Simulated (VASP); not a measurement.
Consider the following.

```
CoSi2
1.0
    0.00000     2.64640     2.64640
    2.64640     0.00000     2.64640
    2.64640     2.64640     0.00000
Co Si
1 2
Direct
  0.00000   0.00000   0.00000
  0.25000   0.25000   0.25000
  0.75000   0.75000   0.75000
```

Calculation: optB86b-vdW, VASP's PBE PAW potentials (set 64) (plane waves; VASP). Run with 520 eV cut-off, 10×10×10 Γ-centred mesh, first-order Methfessel-Paxton smearing of 0.10 eV, potentials Co Si.

**Question.** Predict the energy per atom (σ→0), pressure, band gap (on the k-mesh) with the smallest direct gap where there is one.

**Answer.** 
```yaml
band gap (on the k-mesh): none (metal, semimetal or under 0.01 eV)
energy per atom (σ→0): -4.883 eV/atom
pressure: 57.6 kbar
```

The absolute energy has meaning only against runs of the same code, potentials and settings.

The compound is CoSi2 in the fluorite structure. This cell is one point of a volume scan, at 0.97 of the reference volume. The run is not spin-polarised, so no magnetic state was tried. The electron count is odd and the run is not spin-polarised, which forces a metal.
